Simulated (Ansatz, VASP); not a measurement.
# Zn16W16O63 (V_O hop (2.7 A)): VASP beside Ansatz

One calculation is typed for both programs; each brings its own data sets. How far apart do they land? The Ansatz run is a path of several images between two structures; VASP solves its first image, and the two are compared there.

Program: Ansatz 0.2.0. Level of theory: plane waves, with VASP 6.6.1 beside it; single point at PBEsol. Results are calculated unless marked as measured.

**1. The structure**

The cell holds 95 atoms: 16 Zn, 16 W and 63 O. Its edges and angles: a = 9.331 Å, b = 11.431 Å, c = 9.815 Å, α = 90.0°, β = 90.6°, γ = 90.0°. It derives from ZnWO4 (ZnWO4 (P2/c)). Nearest the centre at fractional (0.500, 0.447, 0.375): O36 at 1.29 Å, O57 at 1.73 Å, W29 at 1.76 Å, O81 at 2.29 Å, W26 at 2.51 Å, O70 at 2.57 Å, Zn1 at 2.63 Å, O48 at 2.63 Å. The cell carries charge +2.

**2. Ansatz: path of images, PBEsol**

Ansatz runs on its default PAW (the set named soft_2) files.

With cell and atoms fixed, the geometry can't cause a difference; cores, projectors, grids and the points listed under the comparison can.

Input file input.yaml:

```yaml
crystal:
  lattice:
    - [9.33072168, 0.0, 0.00021085]
    - [0.0, 11.43089763, 0.0]
    - [-0.10052616, 0.0, 9.81446138]
  atoms:
    - { symbol: Zn, position: [0.25153171, 0.33879299, 0.37486674] }
    - { symbol: Zn, position: [0.25132637, 0.15705756, 0.12776506] }
    - { symbol: W, position: [0.00555883, 0.08692554, 0.37458657] }
    - { symbol: W, position: [0.00187302, 0.40970919, 0.12560719] }
    - { symbol: O, position: [0.39147737, 0.0531909, 0.03116354] }
    - { symbol: O, position: [0.11232588, 0.0490159, 0.21787049] }
    - { symbol: O, position: [0.11106735, 0.44721203, 0.46915876] }
    - { symbol: O, position: [0.39944627, 0.45142715, 0.2834678] }
    - { symbol: O, position: [0.37178236, 0.18981305, 0.29982901] }
    - { symbol: O, position: [0.12913066, 0.18764711, 0.45108123] }
    - { symbol: O, position: [0.13055953, 0.31293544, 0.20290221] }
    - { symbol: O, position: [0.37285442, 0.30914998, 0.05182591] }
    - { symbol: Zn, position: [0.23390874, 0.32761332, 0.88285802] }
    - { symbol: Zn, position: [0.24894948, 0.15732824, 0.62525813] }
    - { symbol: W, position: [-0.00225435, 0.09136865, 0.87543343] }
    - { symbol: W, position: [-0.00015494, 0.40915304, 0.6242325] }
    - { symbol: O, position: [0.39187395, 0.05253775, 0.53194109] }
    - { symbol: O, position: [0.1062778, 0.05442455, 0.71884964] }
    - { symbol: O, position: [0.10810083, 0.44810124, 0.96809115] }
    - { symbol: O, position: [0.37515633, 0.43898169, 0.79651366] }
    - { symbol: O, position: [0.37190571, 0.18964361, 0.79740732] }
    - { symbol: O, position: [0.12673725, 0.18726475, 0.95603586] }
    - { symbol: O, position: [0.12461304, 0.30918576, 0.70044292] }
    - { symbol: O, position: [0.36998076, 0.31043319, 0.55060839] }
    - { symbol: Zn, position: [0.2484654, 0.84265469, 0.37494241] }
    - { symbol: Zn, position: [0.24249952, 0.66280516, 0.1196648] }
    - { symbol: W, position: [0.00035525, 0.59088769, 0.37650183] }
    - { symbol: W, position: [-0.00032991, 0.90771054, 0.12430066] }
    - { symbol: O, position: [0.39485902, 0.55454683, 0.03865891] }
    - { symbol: O, position: [0.10859221, 0.55341421, 0.21806503] }
    - { symbol: O, position: [0.10802853, 0.94678478, 0.46810946] }
    - { symbol: O, position: [0.39084455, 0.94902297, 0.28152925] }
    - { symbol: O, position: [0.36763811, 0.69581573, 0.29553254] }
    - { symbol: O, position: [0.13226597, 0.68510727, 0.45566051] }
    - { symbol: O, position: [0.12882132, 0.81018952, 0.20019558] }
    - { symbol: O, position: [0.37117201, 0.81247801, 0.04598678] }
    - { symbol: Zn, position: [0.24916486, 0.84539028, 0.87731366] }
    - { symbol: Zn, position: [0.23137103, 0.67782947, 0.63661134] }
    - { symbol: W, position: [-0.00351963, 0.5905439, 0.87397577] }
    - { symbol: W, position: [-0.00603644, 0.9123334, 0.62560423] }
    - { symbol: O, position: [0.44992163, 0.52493352, 0.51785522] }
    - { symbol: O, position: [0.10686496, 0.55216484, 0.71562495] }
    - { symbol: O, position: [0.10669629, 0.94845835, 0.96714188] }
    - { symbol: O, position: [0.39184771, 0.94747555, 0.78144055] }
    - { symbol: O, position: [0.37031239, 0.68155211, 0.7953725] }
    - { symbol: O, position: [0.12712315, 0.68839613, 0.94684555] }
    - { symbol: O, position: [0.1252583, 0.81815751, 0.7063876] }
    - { symbol: O, position: [0.37110742, 0.80845627, 0.54892489] }
    - { symbol: Zn, position: [0.7747501, 0.31911776, 0.36178553] }
    - { symbol: Zn, position: [0.74910799, 0.15603896, 0.1202017] }
    - { symbol: W, position: [0.5010927, 0.09224057, 0.3751471] }
    - { symbol: W, position: [0.5008041, 0.40677703, 0.12321764] }
    - { symbol: O, position: [0.89068082, 0.05100144, 0.03231411] }
    - { symbol: O, position: [0.60774041, 0.0536949, 0.21735177] }
    - { symbol: O, position: [0.89247608, 0.4480275, 0.28401106] }
    - { symbol: O, position: [0.87550812, 0.18040967, 0.29087955] }
    - { symbol: O, position: [0.62955262, 0.19234486, 0.44951971] }
    - { symbol: O, position: [0.63182903, 0.31549615, 0.20543539] }
    - { symbol: O, position: [0.87182199, 0.31274616, 0.05065912] }
    - { symbol: Zn, position: [0.75310436, 0.33834801, 0.8756739] }
    - { symbol: Zn, position: [0.7494339, 0.16137783, 0.62388877] }
    - { symbol: W, position: [0.50078099, 0.09149435, 0.87411627] }
    - { symbol: W, position: [0.4806865, 0.40610568, 0.65020689] }
    - { symbol: O, position: [0.89155133, 0.05319576, 0.5319484] }
    - { symbol: O, position: [0.60857517, 0.05321363, 0.71696506] }
    - { symbol: O, position: [0.60678268, 0.44761196, 0.96618775] }
    - { symbol: O, position: [0.89126155, 0.44677067, 0.78237517] }
    - { symbol: O, position: [0.86952689, 0.18938028, 0.79873164] }
    - { symbol: O, position: [0.62805416, 0.1909168, 0.95030265] }
    - { symbol: O, position: [0.63000467, 0.31641964, 0.69515143] }
    - { symbol: O, position: [0.86859257, 0.31429589, 0.54412395] }
    - { symbol: Zn, position: [0.75009526, 0.84147432, 0.37451804] }
    - { symbol: Zn, position: [0.76002884, 0.66787951, 0.12402746] }
    - { symbol: W, position: [0.50212382, 0.60030477, 0.35609103] }
    - { symbol: W, position: [0.49873656, 0.90994288, 0.12465048] }
    - { symbol: O, position: [0.8911191, 0.55339768, 0.03265287] }
    - { symbol: O, position: [0.61854754, 0.55608472, 0.21566695] }
    - { symbol: O, position: [0.60790978, 0.94775534, 0.46700198] }
    - { symbol: O, position: [0.8927536, 0.9449827, 0.28153399] }
    - { symbol: O, position: [0.87486352, 0.6905709, 0.30047352] }
    - { symbol: O, position: [0.63131549, 0.68624629, 0.44842277] }
    - { symbol: O, position: [0.6266246, 0.81158809, 0.20228383] }
    - { symbol: O, position: [0.87108176, 0.81100537, 0.0458206] }
    - { symbol: Zn, position: [0.74796077, 0.8424848, 0.87391275] }
    - { symbol: Zn, position: [0.74712955, 0.66140643, 0.62545888] }
    - { symbol: W, position: [0.50278563, 0.59457014, 0.88209737] }
    - { symbol: W, position: [0.49894223, 0.90857019, 0.62399201] }
    - { symbol: O, position: [0.88761346, 0.55223005, 0.5308106] }
    - { symbol: O, position: [0.60402989, 0.54736247, 0.72470732] }
    - { symbol: O, position: [0.60853455, 0.94931927, 0.96797548] }
    - { symbol: O, position: [0.88719244, 0.94985478, 0.7824944] }
    - { symbol: O, position: [0.86796856, 0.68733984, 0.79690092] }
    - { symbol: O, position: [0.62766101, 0.69451739, 0.95296043] }
    - { symbol: O, position: [0.62773525, 0.81093725, 0.70014726] }
    - { symbol: O, position: [0.87018046, 0.81217819, 0.54886524] }
total_charge: 2
basis:
  ecutwfc: 420
  xc_grid: 2
hamiltonian:
  xc: pbesol
kpoints:
  mp_grid: { grid: [1, 1, 1], shift: [0.25, 0.25, 0.25] }
scf:
  occupations: { method: fixed }
  max_iter: 100
output:
  forces: true
neb:
  images: 3
  f_tol: 0.04
  climbing: true
  initial_path: idpp
  max_iterations: 45
  order_check: false
  final_atoms:
    - { symbol: Zn, position: [0.22340146, 0.31937703, 0.38812413] }
    - { symbol: Zn, position: [0.2487599, 0.16159739, 0.12610626] }
[... 1 atom line left out ...]
    - { symbol: W, position: [-0.00193216, 0.40938999, 0.12577816] }
[... 1 atom line left out ...]
    - { symbol: O, position: [0.10660094, 0.05346237, 0.21815604] }
[... 1 atom line left out ...]
    - { symbol: O, position: [0.59855108, 0.45164373, 0.46652118] }
    - { symbol: O, position: [0.36856293, 0.19266523, 0.30045353] }
    - { symbol: O, position: [0.12262388, 0.18073789, 0.45919466] }
[... 1 atom line left out ...]
    - { symbol: O, position: [0.36811974, 0.3168476, 0.05493925] }
[... 1 atom line left out ...]
    - { symbol: Zn, position: [0.24901112, 0.15635552, 0.62981542] }
[... 1 atom line left out ...]
    - { symbol: W, position: [-0.00378074, 0.40997842, 0.62451633] }
[... 4 atom lines left out ...]
    - { symbol: O, position: [0.37010666, 0.19120733, 0.7997906] }
[... 3 atom lines left out ...]
    - { symbol: Zn, position: [0.24811041, 0.84180806, 0.37555426] }
    - { symbol: Zn, position: [0.25098561, 0.66181391, 0.12454439] }
[... 1 atom line left out ...]
    - { symbol: W, position: [0.00410823, 0.91257437, 0.12446816] }
    - { symbol: O, position: [0.39442688, 0.54789451, 0.02545915] }
[... 5 atom lines left out ...]
    - { symbol: O, position: [0.1279865, 0.81247956, 0.20121022] }
    - { symbol: O, position: [0.37047718, 0.8112362, 0.04984776] }
    - { symbol: Zn, position: [0.25023192, 0.84277441, 0.87618171] }
    - { symbol: Zn, position: [0.23824751, 0.66809332, 0.62596267] }
    - { symbol: W, position: [0.0017622, 0.59084021, 0.87605434] }
    - { symbol: W, position: [-0.0015016, 0.90800127, 0.62581206] }
    - { symbol: O, position: [0.37969443, 0.55638911, 0.53431196] }
[... 2 atom lines left out ...]
    - { symbol: O, position: [0.38952452, 0.94968096, 0.78201036] }
[... 3 atom lines left out ...]
    - { symbol: O, position: [0.37148301, 0.81187971, 0.5476928] }
    - { symbol: Zn, position: [0.74661403, 0.33908859, 0.37527421] }
    - { symbol: Zn, position: [0.74920018, 0.15762363, 0.12472637] }
[... 2 atom lines left out ...]
    - { symbol: O, position: [0.89188147, 0.05468051, 0.03121692] }
    - { symbol: O, position: [0.60630916, 0.05286579, 0.21816071] }
[... 2 atom lines left out ...]
    - { symbol: O, position: [0.62630743, 0.1901449, 0.45029088] }
[... 6 atom lines left out ...]
    - { symbol: O, position: [0.88582441, 0.04929756, 0.53219084] }
[... 1 atom line left out ...]
    - { symbol: O, position: [0.62297099, 0.43945597, 0.95354519] }
    - { symbol: O, position: [0.88996447, 0.44841331, 0.78191355] }
    - { symbol: O, position: [0.87144542, 0.1875425, 0.79403202] }
    - { symbol: O, position: [0.62625361, 0.19003484, 0.95262543] }
    - { symbol: O, position: [0.62521344, 0.30954673, 0.69819502] }
    - { symbol: O, position: [0.86755407, 0.31318372, 0.54717121] }
[... 2 atom lines left out ...]
    - { symbol: W, position: [0.49619411, 0.60062651, 0.3938467] }
[... 3 atom lines left out ...]
    - { symbol: O, position: [0.60716447, 0.94934114, 0.46844294] }
    - { symbol: O, position: [0.89003764, 0.94708249, 0.28188666] }
[... 1 atom line left out ...]
    - { symbol: O, position: [0.63062736, 0.69614917, 0.45445541] }
[... 2 atom lines left out ...]
    - { symbol: Zn, position: [0.7489502, 0.84553144, 0.87278434] }
    - { symbol: Zn, position: [0.75577361, 0.66304089, 0.63033433] }
    - { symbol: W, position: [0.49546664, 0.59501387, 0.86787988] }
[... 1 atom line left out ...]
    - { symbol: O, position: [0.8896918, 0.55369429, 0.53200141] }
    - { symbol: O, position: [0.60334103, 0.55485944, 0.71136843] }
[... 5 atom lines left out ...]
    - { symbol: O, position: [0.86936511, 0.81048821, 0.54984211] }
```

Launch:

```console
ansatz run input.yaml --threads 32 --pin off --max-ram 84787MiB --backend cuda --events-out ev --progress --plain --runs-dir out --max-vram 78GiB
```

Numbers of over 12 decimals in the logs are rounded to 6 here.

Log:

```text
Warning: neb: disabling space-group detection — the band's intermediate images generally break the endpoint symmetry, so the full k-mesh is solved, and no spatial operation symmetrises the density, except that a semilocal band can use its path's symmetry ahead of convergence
Engine: ansatz 0.2.0, aarch64-unknown-linux-gnu
Pseudopotentials: kind: paw
Pseudopotential: Zn, paw, valence charge 12, recommended cutoff 420 eV (normal), Zn.paw.azcp
Pseudopotential: W, paw, valence charge 14, recommended cutoff 420 eV (normal), W.paw.azcp
Pseudopotential: O, paw, valence charge 6, recommended cutoff 420 eV (normal), O.paw.azcp
Functional definition: PBEsol
  exchange = pbesol_x
  correlation = pbesol_c
parallel-image band execution: 3 concurrent image workers
NEB image 0
[...]
Crystal: 95 atoms, lattice volume = 1046.796 Å³
Basis set: ecut = 420 eV, 20489 PW (Γ), exchange–correlation on 128×160×144 points (8 copies of the dense FFT grid, shifted against one another)
Bands: 491, of which v1, the nominal top of the filled ones, is band 396 counted from 1 (395 counted from 0)
Symmetry: 1 space group operations
k-points: 1
Non-local potential: Zn, projectors of the file, l = 0: 2, l = 1: 2, l = 2: 3, l = 3: 1
Non-local potential: W, projectors of the file, l = 0: 3, l = 1: 2, l = 2: 2, l = 3: 1
Non-local potential: O, projectors of the file, l = 0: 2, l = 1: 2, l = 2: 1
PAW form: soft (Blöchl's): semilocal exchange-correlation on the pseudo side does not see the compensation charge
PAW frozen core: Zn, regenerated for the run's functional, and the local potential with it (the file was generated under x = pbe(κ = 0.804, μ = 0.219515), c = pbe(β = 0.066725))
PAW frozen core: W, regenerated for the run's functional, and the local potential with it (the file was generated under x = pbe(κ = 0.804, μ = 0.219515), c = pbe(β = 0.066725))
PAW frozen core: O, regenerated for the run's functional, and the local potential with it (the file was generated under x = pbe(κ = 0.804, μ = 0.219515), c = pbe(β = 0.066725))
PAW one-centre angular grid: Zn, 590 points (default); XC on 64 Gauss nodes
PAW one-centre angular grid: W, 590 points (default); XC on 64 Gauss nodes
PAW one-centre angular grid: O, 110 points (default); XC on 64 Gauss nodes
Initial density: superposition of atomic densities (neutral atoms scaled as one to the charged cell's electrons: chi_scale 0, normalization atom), corrected by the library's trained network
Initial wavefunctions: pseudopotential atomic-orbital guess
[...]
Functional: x = pbesol(κ = 0.804, μ = 0.123457), c = pbesol(β = 0.046)
SCF iter   1: F=—  HF=-251980.383682 eV  |F-HF|=—  |Δ(HF+E_count)|=         —  Δρ=1.66e-2  dr2=2.83e0  ethr=1.77e-3  ⟨swp⟩=5.0  Hψ=1531  notcnv=0  defer=90
preconditioner: auto → Resta (q_TF=auto, 2.604 Å⁻¹)  ε∞=7.4  [insulator: Δε(μ)=2.920 eV  Ē_g=11.725 eV  n_scr=298 (ndim 8)  ℏωp=29.6 eV  f_vac=0.034  ε∞_Penn≈7.4]
SCF iter   2: F=—  HF=-251979.812312 eV  |F-HF|=—  |Δ(HF+E_count)|=   5.71e-1  Δρ=4.77e-3  dr2=2.64e-1  ethr=3.57e-4  ⟨swp⟩=3.0  Hψ=869  notcnv=0  defer=90
[...]
SCF iter  13: F=-251979.772411 eV  HF=-251979.772411 eV  |F-HF|=2.91e-10  |Δ(HF+E_count)|=   8.29e-9  Δρ=8.28e-7  dr2=1.03e-8  ethr=1.26e-11  ⟨swp⟩=4.0  Hψ=1272  notcnv=0
SCF 1 converged in 13 iterations: F = -251979.772411 eV  dr2 = 1.03e-8
  greatest PAW one-centre occupation: 1.000 electrons in one spin orbital (limit 2), on the W atom at site 50 (counted from 0), in its partial waves of l = 0
[...]
NSCF: frozen V_eff on 1 k-points
NEB image 4
[...]
preconditioner: auto → Resta (q_TF=auto, 2.604 Å⁻¹)  ε∞=7.4  [insulator: Δε(μ)=2.925 eV  Ē_g=11.721 eV  n_scr=298 (ndim 8)  ℏωp=29.6 eV  f_vac=0.034  ε∞_Penn≈7.4]
[...]
SCF 2 converged in 13 iterations: F = -251979.769692 eV  dr2 = 1.03e-8
[...]
NSCF: frozen V_eff on 1 k-points
NEB end point (image 0): max|allowed force component| = 1.834e-2 eV/Å (the criterion of neb.relax_end_points is 1.000e-2)
NEB end point (image 4): max|allowed force component| = 9.813e-3 eV/Å (the criterion of neb.relax_end_points is 1.000e-2)
NEB image 1
[...]
SCF 3 converged in 13 iterations: F = -251978.013166 eV  dr2 = 1.39e-8
NEB image 2
[...]
SCF 4 converged in 13 iterations: F = -251976.186871 eV  dr2 = 2.25e-8
[...]
SCF 5 converged in 13 iterations: F = -251977.884923 eV  dr2 = 1.20e-8
[...]
SCF 6 converged in 12 iterations: F = -251979.118653 eV  dr2 = 1.09e-8
[...]
SCF 7 converged in 12 iterations: F = -251978.010304 eV  dr2 = 1.32e-8
[...]
SCF 8 converged in 12 iterations: F = -251979.054555 eV  dr2 = 5.24e-9
[...]
SCF 9 converged in 10 iterations: F = -251979.209123 eV  dr2 = 3.74e-8
[...]
SCF 10 converged in 10 iterations: F = -251978.168808 eV  dr2 = 4.42e-8
[...]
SCF 11 converged in 10 iterations: F = -251979.196757 eV  dr2 = 4.89e-8
[...]
SCF 12 converged in 9 iterations: F = -251979.265576 eV  dr2 = 8.19e-8
[...]
SCF 13 converged in 9 iterations: F = -251978.239782 eV  dr2 = 9.67e-8
[...]
SCF 14 converged in 9 iterations: F = -251979.252474 eV  dr2 = 7.23e-8
[...]
SCF 15 converged in 9 iterations: F = -251979.266671 eV  dr2 = 1.87e-8
[...]
SCF 16 converged in 9 iterations: F = -251978.249818 eV  dr2 = 2.15e-8
[...]
SCF 17 converged in 9 iterations: F = -251979.287596 eV  dr2 = 2.28e-8
[...]
SCF 18 converged in 9 iterations: F = -251979.277945 eV  dr2 = 8.00e-9
[...]
SCF 19 converged in 8 iterations: F = -251978.253082 eV  dr2 = 8.88e-8
[...]
SCF 20 converged in 8 iterations: F = -251979.291531 eV  dr2 = 8.64e-8
[...]
SCF 21 converged in 7 iterations: F = -251979.278192 eV  dr2 = 7.96e-8
[...]
SCF 22 converged in 7 iterations: F = -251978.254241 eV  dr2 = 7.48e-8
[...]
SCF 23 converged in 7 iterations: F = -251979.296112 eV  dr2 = 5.86e-8
[...]
SCF converged after 7 iterations
[...]
- { symbol: Zn, position: [0.242054, 0.668340, 0.626464] }
    - { symbol: W, position: [-0.000687829, 0.590119, 0.874984] }
    - { symbol: W, position: [-0.00308611, 0.907666, 0.626158] }
    - { symbol: O, position: [0.395529, 0.560525, 0.540130] }
    - { symbol: O, position: [0.106918, 0.552188, 0.716459] }
    - { symbol: O, position: [0.107959, 0.948043, 0.966971] }
    - { symbol: O, position: [0.390591, 0.950219, 0.781520] }
    - { symbol: O, position: [0.369706, 0.690981, 0.798760] }
    - { symbol: O, position: [0.128045, 0.688178, 0.949971] }
    - { symbol: O, position: [0.127491, 0.811766, 0.703170] }
    - { symbol: O, position: [0.372388, 0.812755, 0.545041] }
    - { symbol: Zn, position: [0.764269, 0.322647, 0.367523] }
    - { symbol: Zn, position: [0.749952, 0.155640, 0.119221] }
    - { symbol: W, position: [0.498948, 0.092612, 0.374969] }
    - { symbol: W, position: [0.528389, 0.415887, 0.120552] }
    - { symbol: O, position: [0.891116, 0.051508, 0.031307] }
    - { symbol: O, position: [0.606339, 0.055185, 0.217157] }
    - { symbol: O, position: [0.888377, 0.445843, 0.281836] }
    - { symbol: O, position: [0.873645, 0.182286, 0.293885] }
    - { symbol: O, position: [0.628646, 0.192433, 0.447686] }
    - { symbol: O, position: [0.645167, 0.309377, 0.192565] }
    - { symbol: O, position: [0.875539, 0.310630, 0.044934] }
    - { symbol: Zn, position: [0.755207, 0.331874, 0.863134] }
    - { symbol: Zn, position: [0.748202, 0.159611, 0.620755] }
    - { symbol: W, position: [0.499028, 0.092582, 0.874957] }
    - { symbol: W, position: [0.470999, 0.415802, 0.631168] }
    - { symbol: O, position: [0.887888, 0.048973, 0.531845] }
    - { symbol: O, position: [0.606489, 0.056547, 0.716206] }
    - { symbol: O, position: [0.616925, 0.441965, 0.960248] }
    - { symbol: O, position: [0.888868, 0.447833, 0.781621] }
    - { symbol: O, position: [0.869814, 0.187390, 0.795196] }
    - { symbol: O, position: [0.628994, 0.192773, 0.945543] }
    - { symbol: O, position: [0.621438, 0.327866, 0.678625] }
    - { symbol: O, position: [0.868586, 0.312062, 0.545900] }
    - { symbol: Zn, position: [0.749959, 0.840810, 0.376264] }
    - { symbol: Zn, position: [0.756685, 0.669030, 0.122931] }
    - { symbol: W, position: [0.499799, 0.596193, 0.375008] }
    - { symbol: W, position: [0.498714, 0.910916, 0.125842] }
    - { symbol: O, position: [0.891514, 0.552386, 0.033607] }
[...]
- { symbol: Zn, position: [0.748328, 0.843310, 0.874703] }
    - { symbol: Zn, position: [0.753234, 0.660610, 0.630270] }
    - { symbol: W, position: [0.499013, 0.596978, 0.875167] }
    - { symbol: W, position: [0.499164, 0.910784, 0.624185] }
    - { symbol: O, position: [0.888787, 0.550871, 0.531043] }
    - { symbol: O, position: [0.600175, 0.554323, 0.716228] }
    - { symbol: O, position: [0.607303, 0.950419, 0.968442] }
    - { symbol: O, position: [0.890277, 0.948031, 0.783402] }
    - { symbol: O, position: [0.870274, 0.688046, 0.800213] }
    - { symbol: O, position: [0.628556, 0.691438, 0.950368] }
    - { symbol: O, position: [0.627511, 0.814032, 0.701607] }
    - { symbol: O, position: [0.869145, 0.809953, 0.549704] }
```

The column dr2 measures how far the density is from self-consistency, as an energy; F and HF (Harris–Foulkes) agree once it is small.

[end of part 1 of 2]

[Lines on the potential files, build, host, timing and source positions are cut from VASP's logs without a mark.]

[Logs are printed without paths, hosts, clocks, repeated set-up lines and the standing remarks that a program may print on its own settings, such as how far it seeks lower states.]

[Hosts, paths, dates, database ids (printed as entryN), source tags and the programs' standing remarks are cut or masked in the printed files.]
